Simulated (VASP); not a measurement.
Input:

```yaml
crystal:
  lattice:
    - [0.00000, 2.44000, 2.44000]
    - [2.44000, 0.00000, 2.44000]
    - [2.44000, 2.44000, 0.00000]
  atoms:
    - { symbol: Na, position: [0.00000, 0.00000, 0.00000] }
    - { symbol: H, position: [0.50000, 0.50000, 0.50000] }
```

Computed with PBE GGA, VASP's PBE PAW potentials (set 64) (plane waves; VASP). Run with 400 eV cut-off, 8×8×8 Γ-centred mesh, Gaussian smearing of 0.050 eV, potentials Na_pv H.

**Question.** What does the run give for the energy per atom (σ→0), pressure, band gap (on the k-mesh) with the smallest direct gap where there is one?

**Answer.** 
The band gap (on the k-mesh) is 3.71 eV. The smallest direct gap (on the k-mesh) comes out as 4.55 eV and the energy per atom (σ→0) is -2.542 eV/atom. The pressure is -1.11 GPa.

Total energies compare only between runs with the same potentials, cut-off and functional.

The compound is NaH in the rock salt structure. The cell was not relaxed at this level.
